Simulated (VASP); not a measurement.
All values below come from PBE GGA, VASP's PBE PAW potentials (set 64) (plane waves; VASP).

The input files of a VASP run:

**INCAR**
```
# general
SYSTEM  =  LiCl
PREC    =  Accurate
ENCUT   =  400   # plane-wave cut-off (eV)
LREAL   =  .FALSE.   # projection in real space or not
LASPH   =  .TRUE.   # aspherical one-centre terms

# electronic loop
EDIFF   =  1E-6   # SCF stop (eV)
NELM    =  100
ALGO    =  Normal

# smearing
ISMEAR  =  -1   # Fermi-Dirac
SIGMA   =  0.05   # width (eV)

# functional
GGA     =  PE   # PBE

# ions
ISIF    =  2

# output
LWAVE   =  .FALSE.
LCHARG  =  .FALSE.
```

**KPOINTS**
```
Automatic mesh
0
Gamma
8 8 8
0 0 0
```

### POSCAR
```
LiCl
1
    0.0000000000     2.5700000000     2.5700000000
    2.5700000000     0.0000000000     2.5700000000
    2.5700000000     2.5700000000     0.0000000000
Li Cl
1 1
Direct
  0.0000000000   0.0000000000   0.0000000000
  0.5000000000   0.5000000000   0.5000000000
```

POTCAR, in this order: Li_sv Cl (PBE.64 set). Program: vasp_std.

What VASP printed:

**OUTCAR**
```
 ion  position               nearest neighbor table
   1  0.000  0.000  0.000-   2 2.57   2 2.57   2 2.57   2 2.57   2 2.57   2 2.57
   2  0.500  0.500  0.500-   1 2.57   1 2.57   1 2.57   1 2.57   1 2.57   1 2.57
  LATTYP: Found a face centered cubic cell.
 ALAT       =     5.1400000000
 Subroutine PRICEL returns:
 Original cell was already a primitive cell.
 Subroutine GETGRP returns: Found 48 space group operations
The static configuration has the point symmetry O_h .
The dynamic configuration has the point symmetry O_h .
 Subroutine INISYM returns: Found 48 space group operations
 Subroutine IBZKPT returns following result:
 Found     29 irreducible k-points:

 Following reciprocal coordinates:
            Coordinates               Weight
  0.000000  0.000000  0.000000      1.000000
  0.125000  0.000000  0.000000      8.000000
  0.250000  0.000000  0.000000      8.000000
  0.375000  0.000000  0.000000      8.000000
  0.500000  0.000000  0.000000      4.000000
  0.125000  0.125000  0.000000      6.000000
  0.250000  0.125000  0.000000     24.000000
  0.375000  0.125000  0.000000     24.000000
  0.500000  0.125000  0.000000     24.000000
 -0.375000  0.125000  0.000000     24.000000
 -0.250000  0.125000  0.000000     24.000000
 -0.125000  0.125000  0.000000     12.000000
  0.250000  0.250000  0.000000      6.000000
  0.375000  0.250000  0.000000     24.000000
  0.500000  0.250000  0.000000     24.000000
 -0.375000  0.250000  0.000000     24.000000
 -0.250000  0.250000  0.000000     12.000000
  0.375000  0.375000  0.000000      6.000000
  0.500000  0.375000  0.000000     24.000000
 -0.375000  0.375000  0.000000     12.000000
  0.500000  0.500000  0.000000      3.000000
  0.375000  0.250000  0.125000     24.000000
  0.500000  0.250000  0.125000     48.000000
 -0.375000  0.250000  0.125000     24.000000
  0.500000  0.375000  0.125000     24.000000
 -0.375000  0.375000  0.125000     48.000000
 -0.250000  0.375000  0.125000     24.000000
 -0.375000  0.500000  0.125000     12.000000
 -0.250000  0.500000  0.250000      6.000000
   k-points           NKPTS =     29   k-points in BZ     NKDIM =     29   number of bands    NBANDS=      9
   number of dos      NEDOS =    301   number of ions     NIONS =      2
   total plane-waves  NPLWV =  13824
   dimension x,y,z NGX =    24 NGY =   24 NGZ =   24
   dimension x,y,z NGXF=    48 NGYF=   48 NGZF=   48
   ions per type =               1   1
   PREC   = accura    normal or accurate (medium, high low for compatibility)
   ISTART =      0    job   : 0-new  1-cont  2-samecut
   ICHARG =      2    charge: 1-file 2-atom 10-const
   ISPIN  =      1    spin polarized calculation?
   LNONCOLLINEAR =      F non collinear calculations
   LSORBIT =      F    spin-orbit coupling
   INIWAV =      1    electr: 0-lowe 1-rand  2-diag
   ENCUT  =  400.0 eV  29.40 Ry    5.42 a.u.   5.93  5.93  5.93*2*pi/ulx,y,z
   NELM   =    100;   NELMIN=  2; NELMDL= -5     # of ELM steps
   EDIFF  = 0.1E-05   stopping-criterion for ELM
   LREAL  =      F    real-space projection
   NLSPLINE    = F    spline interpolate recip. space projectors
   LMAXMIX     =    2 max onsite mixed and CHGCAR
   VOSKOWN=      0    Vosko Wilk Nusair interpolation
   EDIFFG = 0.1E-04   stopping-criterion for IOM
   NSW    =      0    number of steps for IOM
   NBLOCK =      1;   KBLOCK =      1    inner block; outer block
   IBRION =     -1    ionic relax: 0-MD 1-quasi-New 2-CG
   NFREE  =      0    steps in history (QN), initial steepest desc. (CG)
   ISIF   =      2    stress and relaxation
   ISYM   =      2    0-nonsym 1-usesym 2-fastsym
   TEIN   =    0.0    initial temperature
   TEBEG  =    0.0;   TEEND  =   0.0 temperature during run
   SMASS  =  -3.00    Nose mass-parameter (am)
...
```

File OSZICAR:
```
       N       E                     dE             d eps       ncg     rms          rms(c)
DAV:   1     0.335132938328E+02    0.33513E+02   -0.36565E+03   538   0.841E+02
DAV:   2    -0.594387744837E+01   -0.39457E+02   -0.37717E+02   683   0.148E+02
DAV:   3    -0.747538863354E+01   -0.15315E+01   -0.15301E+01   638   0.331E+01
DAV:   4    -0.749968895018E+01   -0.24300E-01   -0.24289E-01   848   0.423E+00
DAV:   5    -0.749993330895E+01   -0.24436E-03   -0.24436E-03   676   0.340E-01    0.240E+00
DAV:   6    -0.741929798178E+01    0.80635E-01   -0.18343E-01   597   0.249E+00    0.170E+00
DAV:   7    -0.742551043974E+01   -0.62125E-02   -0.58646E-02   702   0.158E+00    0.930E-01
DAV:   8    -0.743065890967E+01   -0.51485E-02   -0.97491E-03   587   0.817E-01    0.145E-01
DAV:   9    -0.743064795216E+01    0.10958E-04   -0.33623E-04   678   0.165E-01    0.432E-02
DAV:  10    -0.743072256875E+01   -0.74617E-04   -0.10616E-04   563   0.929E-02    0.140E-02
DAV:  11    -0.743072532477E+01   -0.27560E-05   -0.49387E-06   748   0.221E-02    0.546E-03
DAV:  12    -0.743072559568E+01   -0.27091E-06   -0.65492E-07   553   0.718E-03
   1 F= -.74307256E+01 E0= -.74307256E+01  d E =-.407040E-10
```

File OUTCAR:
```
------------------------ aborting loop because EDIFF is reached ----------------------------------------
  FORCE on cell =-STRESS in cart. coord.  units (eV):
  Direction    XX          YY          ZZ          XY          YZ          ZX
  --------------------------------------------------------------------------------------
  Total       -0.1833330     -0.1833330     -0.1833330      0.0000000      0.0000000      0.0000000
  in kB       -8.6521086     -8.6521086     -8.6521086      0.0000000      0.0000000      0.0000000
  external PRESSURE =      -8.6521086 kB  Pullay stress =       0.0000000 kB
  volume of cell :       33.95
      direct lattice vectors                 reciprocal lattice vectors
     0.000000000  2.570000000  2.570000000    -0.194552529  0.194552529  0.194552529
     2.570000000  0.000000000  2.570000000     0.194552529 -0.194552529  0.194552529
     2.570000000  2.570000000  0.000000000     0.194552529  0.194552529 -0.194552529
  FREE ENERGIE OF THE ION-ELECTRON SYSTEM (eV)
  ---------------------------------------------------
  free  energy   TOTEN  =        -7.4307255957 eV

  energy  without entropy=       -7.4307255956  energy(sigma->0) =       -7.43072560
```
(Selected blocks of OUTCAR.)

At this cut-off the stress carries a Pulay error, which pulls relaxed volumes low.

The structure is a typed LiCl crystal (Fm-3m). The cell was not relaxed at this level. The run is one of a series of settings (KPOINTS 8×8×8 Γ-centred mesh against the base run), some of them coarse on purpose.
